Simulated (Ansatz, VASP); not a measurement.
**Ba2TeS in two plane-wave programs**

Aim: how closely do two programs agree when they are given the same cell, functional and k mesh? The cell is invented: As first built, before any earlier steps moved the atoms (in the runner's words): it takes the BaTe structure with some of its atoms replaced by other elements, volume scaled by an estimate. It may not be a known or stable phase. The cell is taken from a series of VASP runs on this material, whose earlier steps may have relaxed, scaled or displaced it; both programs get it as it stands.

Method: plane waves, with VASP 6.6.1 beside it; relaxation of cell and atoms at r2SCAN with D4, in Ansatz 0.2.0.

### Step 1. Set-up

The structure is monoclinic, space group Pm (No. 6). The conventional cell has a = 4.797 Å, b = 4.797 Å, c = 6.795 Å, α = 90.00°, β = 90.00°, γ = 90.00°. Ba has 4 S at 3.39 to 3.40 Å and 2 Te at 3.39 to 3.40 Å nearest. Nearest to Ba lie 4 Te at 3.39 Å and 2 S at 3.39 to 3.40 Å. Nearest to Te lie 6 Ba at 3.39 to 3.40 Å. S has 6 Ba at 3.39 to 3.40 Å nearest. As first built, before any earlier steps moved the atoms (in the runner's words): sites of the BaTe structure (space group 225) filled with other elements, volume scaled by an estimate. Farther neighbours and most contacts between anions are not listed.

Structure file:

```cif
data_structure
_symmetry_space_group_name_H-M 'Pm'
_symmetry_Int_Tables_number 6
_cell_length_a 4.7971
_cell_length_b 4.7971
_cell_length_c 6.7946
_cell_angle_alpha 90.000
_cell_angle_beta 90.000
_cell_angle_gamma 90.000
_cell_volume 156.36
loop_
_atom_site_label
_atom_site_type_symbol
_atom_site_symmetry_multiplicity
_atom_site_Wyckoff_symbol
_atom_site_fract_x
_atom_site_fract_y
_atom_site_fract_z
_atom_site_occupancy
Ba1 Ba 1 b 0.49905 0.50000 0.49817 1
Ba2 Ba 1 a 0.00015 0.00000 0.99960 1
Te1 Te 1 b 0.50066 0.50000 0.99754 1
S1 S 1 a 0.99746 0.00000 0.50051 1
```

### Step 2. VASP: relaxation of cell and atoms, r2SCAN with D4

The relaxed volume is the usual yardstick between codes: its relative difference is about their pressure difference at one cell divided by the bulk modulus.

Lines of VASP's logs that name or quote its potential files are left out, and so is its time.

INCAR

```
SYSTEM = Ba2TeS
PREC = Accurate
ENCUT = 400
EDIFF = 1E-06
NELM = 100
ISMEAR = 0
SIGMA = 0.05
LREAL = .FALSE.
ALGO = Normal
METAGGA = R2SCAN
IVDW = 13
VDW_S6 = 1
VDW_S8 = 0.6018749
VDW_A1 = 0.51559235
VDW_A2 = 5.77342911
LASPH = .TRUE.
NBANDS = 22
LORBIT = 11
LWAVE = .FALSE.
LCHARG = .FALSE.
KPAR = 2
IBRION = 2
NSW = 60
ISIF = 3
EDIFFG = -0.01
```

POSCAR

```
Ba2TeS
1.0
    4.7971031400      0.0000000000      0.0000000000
    0.0000000000      4.7971311100      0.0000000000
   -0.0000271500      0.0000000000      6.7945616700
Ba Te S
2 1 1
Direct
    0.4990497630      0.5000000000      0.4981689180
    0.0001492820      0.0000000000      0.9995965240
    0.5006580590      0.5000000000      0.9975360790
    0.9974638960      0.0000000000      0.5005104800
```

KPOINTS

```
Automatic mesh
0
Gamma
6 6 4
0 0 0
```

The projector-augmented-wave data sets are Ba_sv, Te and S (PBE family, release 64).

Launch:

```console
$ mpirun -np 2 vasp_std
```

Numbers of over 12 decimals in the logs are rounded to 6 here.

The log of the run:

```text
[banner, memory and clock lines left out]
running    2 mpi-ranks, on    1 nodes
 distrk:  each k-point on    1 cores,    2 groups
 distr:  one band on    1 cores,    1 groups

 POSCAR found type information on POSCAR BaTeS
 POSCAR found :  3 types and       4 ions
|                                                                             |
|               ----> ADVICE to this user running VASP <----                  |
|                                                                             |
|     You enforced a specific xc type in the INCAR file but a different       |
|     [... a line on the potential file left out ...]
|     I HOPE YOU KNOW WHAT YOU ARE DOING!                                     |
|                                                                             |

 LDA part: xc-table for (None), standard interpolation
 POSCAR, INCAR and KPOINTS ok, starting setup
 FFT: planning ... GRIDC
 FFT: planning ... GRID_SOFT
 FFT: planning ... GRID
 WAVECAR not read
 entering main loop
       N       E                     dE             d eps       ncg     rms          rms(c)
DAV:   1     0.111171455904E+03    0.11117E+03   -0.11700E+04  2464   0.103E+03
DAV:   2    -0.875631454938E+02   -0.19873E+03   -0.18819E+03  3406   0.208E+02
DAV:   3    -0.102007038002E+03   -0.14444E+02   -0.14343E+02  3406   0.617E+01
DAV:   4    -0.102510648237E+03   -0.50361E+00   -0.50306E+00  3862   0.104E+01
DAV:   5    -0.102516257161E+03   -0.56089E-02   -0.56075E-02  3122   0.114E+00    0.621E+00
DAV:   6    -0.948430734437E+02    0.76732E+01   -0.31190E+00  3306   0.980E+00    0.465E+00
DAV:   7    -0.948450542712E+02   -0.19808E-02   -0.96634E-01  3260   0.441E+00    0.298E+00
DAV:   8    -0.948604766047E+02   -0.15422E-01   -0.65685E-02  3050   0.137E+00    0.180E+00
DAV:   9    -0.948707282664E+02   -0.10252E-01   -0.19536E-02  2998   0.964E-01    0.365E-01
DAV:  10    -0.948706080498E+02    0.12022E-03   -0.82772E-04  3108   0.153E-01    0.186E-01
DAV:  11    -0.948710896773E+02   -0.48163E-03   -0.11829E-03  3090   0.214E-01    0.752E-02
DAV:  12    -0.948710669608E+02    0.22716E-04   -0.11226E-04  3028   0.562E-02    0.629E-02
DAV:  13    -0.948710659561E+02    0.10046E-05   -0.14762E-05  2666   0.158E-02    0.324E-02
DAV:  14    -0.948710754560E+02   -0.94999E-05   -0.21802E-05  2926   0.303E-02    0.668E-03
DAV:  15    -0.948710761732E+02   -0.71722E-06   -0.15033E-06  2572   0.537E-03
   1 F= -.95208160E+02 E0= -.95208160E+02  d E =-.952082E+02
[...]
2 F= -.95208342E+02 E0= -.95208342E+02  d E =-.181617E-03
[...]
3 F= -.95208352E+02 E0= -.95208352E+02  d E =-.191875E-03
[...]
4 F= -.95208470E+02 E0= -.95208470E+02  d E =-.118289E-03
 ZBRENT: can't locate minimum, use default step
 trial-energy change:   -0.000118  1 .order   -0.000117   -0.000134   -0.000100
 step:   4.2102(harm=  4.2255)  dis= 0.00723  next Energy=   -95.208621 (dE=-0.269E-03)
 bond charge predicted
       N       E                     dE             d eps       ncg     rms          rms(c)
DAV:   1    -0.948709103193E+02   -0.39489E-03   -0.79027E-02  2530   0.138E+00    0.142E-01
DAV:   2    -0.948711112082E+02   -0.20089E-03   -0.32970E-03  3070   0.321E-01    0.683E-02
DAV:   3    -0.948710785250E+02    0.32683E-04   -0.81366E-05  3358   0.517E-02    0.412E-02
DAV:   4    -0.948710567597E+02    0.21765E-04   -0.73691E-05  3506   0.486E-02    0.168E-02
DAV:   5    -0.948710559545E+02    0.80519E-06   -0.71186E-06  2980   0.129E-02
   5 F= -.95208624E+02 E0= -.95208624E+02  d E =-.271824E-03
 curvature:  -2.94 expect dE=-0.114E-03 dE for cont linesearch -0.669E-08
 trial: gam= 0.33761 g(F)=  0.868E-05 g(S)=  0.301E-04 ort = 0.634E-06 (trialstep = 0.168E+01)
 search vector abs. value=  0.594E-04
 reached required accuracy - stopping structural energy minimisation
```

OUTCAR, selected parts (step 2):

```text
ion  position               nearest neighbor table
   1  0.499  0.500  0.498-   4 3.39   4 3.39   3 3.39   4 3.40   4 3.40   3 3.40
   2  0.000  0.000  1.000-   3 3.39   3 3.39   4 3.39   3 3.39   3 3.39   4 3.40
   3  0.501  0.500  0.998-   2 3.39   2 3.39   1 3.39   2 3.39   2 3.39   1 3.40
   4  0.997  0.000  0.501-   1 3.39   1 3.39   2 3.39   1 3.40   1 3.40   2 3.40

  LATTYP: Found a simple tetragonal cell.
 ALAT       =     4.7971031400
 C/A-ratio  =     1.4163884894

 Subroutine GETGRP returns: Found  2 space group operations
 (whereof  2 operations were pure point group operations)

The static configuration has the point symmetry C_1h.

 Found     56 irreducible k-points:

   k-points           NKPTS =     56   k-points in BZ     NKDIM =     56   number of bands    NBANDS=     22

   dimension x,y,z NGX =    32 NGY =   32 NGZ =   48
   dimension x,y,z NGXF=    64 NGYF=   64 NGZF=   96

   ENCUT  =  400.0 eV  29.40 Ry    5.42 a.u.   7.82  7.82 11.08*2*pi/ulx,y,z

   NELECT =      32.0000    total number of electrons

 k-points in reciprocal lattice and weights: Automatic mesh
   0.00000000  0.00000000  0.00000000       0.007
   0.16666667  0.00000000  0.00000000       0.014
   0.00000000  0.16666667  0.00000000       0.014
   0.33333333  0.00000000 -0.00000000       0.014
   0.00000000  0.33333333  0.00000000       0.014
   0.50000000  0.00000000  0.00000000       0.007
   0.00000000  0.50000000  0.00000000       0.007
   0.16666667  0.16666667  0.00000000       0.028
   0.33333333  0.16666667 -0.00000000       0.028
[...]
-0.33333333  0.50000000  0.50000000       0.014
   0.50000000  0.50000000  0.50000000       0.007

 average (electrostatic) potential at core
       1 -42.3699       2 -42.2882       3 -95.6238       4 -90.4467

 E-fermi :   1.7728

 k-point     1 :       0.0000    0.0000    0.0000
  band No.  band energies     occupation
    ...
     12       1.2424      2.00000
     13       1.2425      2.00000
     14       1.5176      2.00000
     15       1.5504      2.00000
     16       1.5505      2.00000
     17       3.6153      0.00000
     18       5.1268      0.00000
     19       5.2611      0.00000
     20       5.2614      0.00000
     21       5.3595      0.00000
    ...

 k-point     2 :       0.1667    0.0000    0.0000
  band No.  band energies     occupation
    ...
     12       0.7933      2.00000
     13       1.0137      2.00000
     14       1.0466      2.00000
     15       1.2372      2.00000
     16       1.4167      2.00000
     17       4.1744      0.00000
     18       5.2414      0.00000
     19       5.4116      0.00000
     20       5.5660      0.00000
     21       5.8056      0.00000
    ...

 k-point     3 :       0.0000    0.1667    0.0000
  band No.  band energies     occupation
    ...
     12       0.7933      2.00000
     13       1.0136      2.00000
     14       1.0468      2.00000
     15       1.2373      2.00000
     16       1.4167      2.00000
     17       4.1743      0.00000
     18       5.2413      0.00000
     19       5.4119      0.00000
     20       5.5661      0.00000
     21       5.8055      0.00000
    ...

  DFT-D4 for vdW energy calculation

  Edisp (eV):   -0.33757

  Total      -0.02922    -0.02979     0.02750     0.00000     0.00000    -0.00019
  in kB      -0.29980    -0.30571     0.28218     0.00000     0.00000    -0.00199
  external pressure =       -0.11 kB  Pullay stress =        0.00 kB

  energy-cutoff  :      400.00
  volume of cell :      156.14
      direct lattice vectors                 reciprocal lattice vectors
     4.797447254  0.000000000  0.000042392     0.208444189  0.000000000 -0.000001010
     0.000000000  4.797587762  0.000000000     0.000000000  0.208438084  0.000000000
     0.000032880  0.000000000  6.783905188    -0.000001303  0.000000000  0.147407721

 POSITION                                       TOTAL-FORCE (eV/Angst)
 -----------------------------------------------------------------------------------
      2.39391      2.39879      3.38348         0.000272      0.000000      0.005169
      0.00049      0.00000      6.77735        -0.008852      0.000000      0.001318
      2.39834      2.39879      6.77628         0.001822      0.000000     -0.001996
      4.78939      0.00000      3.38628         0.006758      0.000000     -0.004491
 -----------------------------------------------------------------------------------
    total drift:                                0.001195     -0.000000     -0.001741

  FREE ENERGIE OF THE ION-ELECTRON SYSTEM (eV)
  ---------------------------------------------------
  free  energy   TOTEN  =       -95.2086240052 eV

  energy  without entropy=      -95.2086240052  energy(sigma->0) =      -95.20862401

 reached required accuracy - stopping structural energy minimisation

 total charge
# of ion       s       p       d       tot
------------------------------------------
    1        2.015   5.627   0.219   7.861
    2        2.020   5.629   0.257   7.906
    3        1.348   2.230   0.004   3.583
    4        1.308   2.396   0.000   3.704
--------------------------------------------------
tot          6.690  15.883   0.480  23.053

[... 3 further parts left out ...]
```

CONTCAR:

```
Ba2TeS
   1.00000000000000
     4.7974472544110522    0.0000000000000000    0.0000423918150484
     0.0000000000000000    4.7975877621962715    0.0000000000000000
     0.0000328797162938    0.0000000000000000    6.7839051876405216
  Ba              Te              S
     2     1     1
Direct
     0.4989927380969699    0.5000000000000000    0.4987485542696666
     0.0000961200877395    0.0000000000000000    0.9990333312888908
     0.4999141803332286    0.5000000000000000    0.9988729896752860
     0.9983179614820687    0.0000000000000000    0.4991571257661538
```

Harder data sets than Ba_sv exist (the GW ones), and pressures, volumes and forces can shift noticeably with them. The run keeps the 2 symmetry operations of its start, so it cannot find a distortion of lower symmetry.

[end of part 1 of 2]

[Lines on the potential files, build, host, timing and source positions are cut from VASP's logs without a mark.]

[Logs are printed without paths, hosts, clocks, repeated set-up lines and the standing remarks that a program may print on its own settings, such as how far it seeks lower states.]

[Hosts, paths, dates, database ids (printed as entryN), source tags and the programs' standing remarks are cut or masked in the printed files.]
